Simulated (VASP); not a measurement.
# ZrC: input slips in a relaxation and what they do, part 2 of 2

Aim: see how common mistakes in a VASP relaxation show up, on ZrC. The starting structure is a measured crystal structure from the Crystallography Open Database. The first relaxation on each setting starts from this cell expanded by 3 % in volume.

VASP 6.6.1.

Results so far: reference 12.75 Å³ an atom; the cell held fixed (ISIF = 2) 13.37 Å³ an atom.

## (5) Relaxation with a k mesh far too coarse

Level of this step: PBEsol; plane waves and PAW (Zr_sv, C) (VASP).

A slip made on purpose: a k mesh far too coarse. Against step 2 the input has a 2×2×2 mesh (also changed: NELM, NCORE and KPAR).

File INCAR:

```
SYSTEM = ZrC
PREC = Accurate
ENCUT = 520
EDIFF = 1E-06
NELM = 60
ISMEAR = 0
SIGMA = 0.05
LREAL = .FALSE.
ALGO = Normal
GGA = PS
NBANDS = 14
LORBIT = 11
LWAVE = .FALSE.
LCHARG = .FALSE.
NCORE = 4
IBRION = 2
NSW = 50
ISIF = 3
EDIFFG = -0.006
```

File POSCAR:

```
ZrC
1.0
    0.0000000000      2.3734819293      2.3734819293
    2.3734819293      0.0000000000      2.3734819293
    2.3734819293      2.3734819293      0.0000000000
Zr C
1 1
Direct
    0.5000000000      0.5000000000      0.5000000000
    0.0000000000      0.0000000000      0.0000000000
```

File KPOINTS:

```
Automatic mesh
0
Gamma
2 2 2
0 0 0
```

PAW data sets: Zr_sv and C (PBE family, release 64).

Run with:

```
$ mpirun -np 4 vasp_std
```

The log of the run:

```text
[banner, memory and clock lines left out]
running    4 mpi-ranks, on    1 nodes
[...]
[... a notice as in an earlier step ...]

 LDA part: xc-table for (Slater+PW92), standard interpolation
 POSCAR, INCAR and KPOINTS ok, starting setup
[...]
entering main loop
       N       E                     dE             d eps       ncg     rms          rms(c)
DAV:   1     0.102956462006E+03    0.10296E+03   -0.86047E+03    84   0.117E+03
DAV:   2    -0.167002881639E+02   -0.11966E+03   -0.11200E+03   102   0.303E+02
DAV:   3    -0.224841622388E+02   -0.57839E+01   -0.57314E+01   140   0.569E+01
DAV:   4    -0.225722882734E+02   -0.88126E-01   -0.88095E-01    92   0.486E+00
[...]
DAV:  12    -0.193853120764E+02    0.17299E-04   -0.95416E-05   118   0.912E-02    0.614E-02
DAV:  13    -0.193853064314E+02    0.56449E-05   -0.13460E-05    96   0.400E-02    0.649E-03
DAV:  14    -0.193853066168E+02   -0.18536E-06   -0.82829E-07    82   0.665E-03
   1 F= -.19385307E+02 E0= -.19385307E+02  d E =-.193853E+02
[...]
DAV:   8    -0.193782937528E+02   -0.10178E-05   -0.11206E-06    60   0.135E-02    0.402E-03
DAV:   9    -0.193782937650E+02   -0.12205E-07   -0.28098E-07    48   0.555E-03
   2 F= -.19378294E+02 E0= -.19378294E+02  d E =0.701285E-02
 trial-energy change:    0.007013  1 .order    0.007353   -0.017847    0.032553
 step:   0.3635(harm=  0.3541)  dis= 0.00000  next Energy=   -19.388566 (dE=-0.326E-02)
[...]
N       E                     dE             d eps       ncg     rms          rms(c)
DAV:   1    -0.194382741711E+02   -0.59980E-01   -0.16536E+00    96   0.132E+01    0.289E+00
DAV:   2    -0.193951035378E+02    0.43171E-01   -0.10532E-01   108   0.363E+00    0.793E-01
DAV:   3    -0.193865989125E+02    0.85046E-02   -0.53231E-02   104   0.176E+00    0.351E-01
DAV:   4    -0.193877244457E+02   -0.11255E-02   -0.18061E-03   102   0.344E-01    0.174E-01
DAV:   5    -0.193885131785E+02   -0.78873E-03   -0.15703E-03   124   0.205E-01    0.878E-02
DAV:   6    -0.193885969330E+02   -0.83755E-04   -0.10090E-04   118   0.784E-02    0.133E-02
DAV:   7    -0.193885975437E+02   -0.61073E-06   -0.59777E-06    96   0.160E-02
   3 F= -.19388598E+02 E0= -.19388598E+02  d E =-.329093E-02
[...]
reached required accuracy - stopping structural energy minimisation
```

Wall time 2 s (4 MPI ranks of AMD EPYC 9R14 (Zen 4), shared host); peak memory 0.36 GiB; 5.2 s of CPU time.

OUTCAR, selected parts (step 5):

```text
  Total       -0.0009139     -0.0009139     -0.0009139     -0.0000000     -0.0000000      0.0000000
  in kB       -0.0554756     -0.0554756     -0.0554756     -0.0000000     -0.0000000      0.0000000
  external PRESSURE =      -0.0554756 kB  Pullay stress =       0.0000000 kB

 POSITION                                       TOTAL-FORCE (eV/Angst)
 -----------------------------------------------------------------------------------
      2.36315      2.36315      2.36315         0.000000     -0.000000     -0.000000
      0.00000      0.00000      0.00000        -0.000000      0.000000      0.000000
 -----------------------------------------------------------------------------------
    total drift:                                0.000000      0.000000      0.000000

  FREE ENERGIE OF THE ION-ELECTRON SYSTEM (eV)
  ---------------------------------------------------
  free  energy   TOTEN  =       -19.3885975437 eV

  energy  without entropy=      -19.3885975437  energy(sigma->0) =      -19.38859754

[... 1 part as in an earlier step ...]

[... 3 further parts left out ...]
[key lines of the parts left out:]
E-fermi :   9.9652
```

With a k mesh far too coarse the cell ends at 13.197 Å³ an atom, +3.53 % from the reference.

## (6) Relaxation with an ionic step far too long

A slip made on purpose: an ionic step far too long. Against step 2 the input has IBRION = 1 and POTIM = 2 (also changed: NELM and NSW).

INCAR, as its differences from that of step 5:

```diff
@@ -14,6 +14,7 @@
 LCHARG = .FALSE.
-NCORE = 4
-IBRION = 2
-NSW = 50
+KPAR = 4
+IBRION = 1
+NSW = 30
 ISIF = 3
 EDIFFG = -0.006
+POTIM = 2
```

POSCAR is that of step 5.

File KPOINTS:

```
Automatic mesh
0
Gamma
12 12 12
0 0 0
```

Run with:

```
$ mpirun -np 4 vasp_std
```

The log of the run:

```text
[... set-up lines as in an earlier step ...]
 entering main loop
       N       E                     dE             d eps       ncg     rms          rms(c)
[... 13 cycles as in an earlier step ...]
   1 F= -.20530579E+02 E0= -.20530234E+02  d E =-.205306E+02
[...]
2 F= -.14337420E+02 E0= -.14337149E+02  d E =0.619316E+01
[...]
3 F= -.20567759E+02 E0= -.20567352E+02  d E =-.623034E+01
[...]
4 F= -.20571688E+02 E0= -.20571275E+02  d E =-.392871E-02
[...]
5 F= -.20572127E+02 E0= -.20571715E+02  d E =-.439014E-03
 BRION: g(F)=  0.166E-58 g(S)=  0.344E-06 retain N=  1 mean eig= 0.09
 eig:   0.093
 reached required accuracy - stopping structural energy minimisation
```

The job ended after 25 s (4 MPI ranks; peak memory 0.65 GiB; 96 s of CPU time).

OUTCAR, selected parts (step 6):

```text
  Total        0.0010905      0.0010905      0.0010905     -0.0000000      0.0000000     -0.0000000
  in kB        0.0685443      0.0685443      0.0685443     -0.0000000      0.0000000     -0.0000000
  external PRESSURE =       0.0685443 kB  Pullay stress =       0.0000000 kB

 POSITION                                       TOTAL-FORCE (eV/Angst)
 -----------------------------------------------------------------------------------
      2.33582      2.33582      2.33582         0.000000     -0.000000      0.000000
     -0.00000     -0.00000      0.00000        -0.000000      0.000000     -0.000000
 -----------------------------------------------------------------------------------
    total drift:                                0.000000      0.000000      0.000000

  FREE ENERGIE OF THE ION-ELECTRON SYSTEM (eV)
  ---------------------------------------------------
  free  energy   TOTEN  =       -20.5721269515 eV

  energy  without entropy=      -20.5713038930  energy(sigma->0) =      -20.57171542

[... 2 parts as in an earlier step ...]

[... 2 further parts left out ...]
[key lines of the parts left out:]
E-fermi :   9.7796
```

With an ionic step far too long the cell ends at 12.744 Å³ an atom, -0.02 % from the reference.

## (7) The runs compared

```csv
run,ended,volume (Å³/atom),change (%),pressure left (GPa),core minutes
reference,converged,12.747,-,-0.02,1.99
a loose electronic threshold,not converged,-,-,-,2.67
the cell held fixed (ISIF = 2),converged,13.371,4.9,-10.22,0.453
a k mesh far too coarse,converged,13.197,3.53,-0.01,0.133
an ionic step far too long,converged,12.744,-0.02,0.01,1.67
```

Core minutes are wall time times ranks, summed over the relaxations behind a row (those for a bulk modulus apart), on shared hosts.

## (8) What came out

| Item | Value |
| --- | --- |
| volume of the reference | 12.75 Å³/atom |
| volume against the reference, the cell held fixed (ISIF = 2) | +4.90 % |
| volume against the reference, a k mesh far too coarse | +3.53 % |
| volume against the reference, an ionic step far too long | -0.02 % |
| run with a loose electronic threshold | not converged |

What this shows: The run with a loose electronic threshold didn't converge. Finished, but with signs in the output that stand out against the reference: the cell held fixed (ISIF = 2), with the volume kept at the input's, +4.9 % from the reference (signs: a stress of up to 10.2 GPa); a k mesh far too coarse, with the volume changed by +3.5 % (signs: -3.0 GPa at the first ionic step (of the first relaxations, not shown; reference: -10.2 GPa)); an ionic step far too long, with the volume changed by less than 0.1 % (signs: an energy that rises by up to 3.1 eV an atom on the way). The reference was restarted once and the runs with a slip weren't, so their cells may not have settled fully. Further runs on this material are not shown.

[Lines on the potential files, build, host, timing and source positions are cut from VASP's logs without a mark.]

[Logs are printed without paths, hosts, clocks, repeated set-up lines and the standing remarks that a program may print on its own settings, such as how far it seeks lower states.]

[Hosts, paths, dates, database ids (printed as entryN), source tags and the programs' standing remarks are cut or masked in the printed files.]
